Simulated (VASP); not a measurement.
Input:

```
Ag
1.0
   -0.01517     2.02273     2.02273
    2.00756     0.00000     2.00756
    2.02273     2.02273    -0.01517
Ag
1
Direct
  0.00000   0.00000   0.00000
```

All values below come from PBEsol GGA, VASP's PBE PAW potentials (set 64) (plane waves; VASP 6.6.1). Numerical set-up: 480 eV cut-off, 14×14×14 Γ-centred mesh, first-order Methfessel-Paxton smearing of 0.10 eV, potentials Ag.

**Question.** What does the run give for the energy per atom (σ→0), band gap (on the k-mesh) with the smallest direct gap where there is one?

**Answer.** 
- band gap (on the k-mesh): none (metal, semimetal or under 0.01 eV)
- energy per atom (σ→0): -319.2 kJ/mol of atoms

Only differences to runs with the same potentials and settings are physical.

The compound is Ag in the fcc structure. This cell was strained or had an atom moved on purpose.
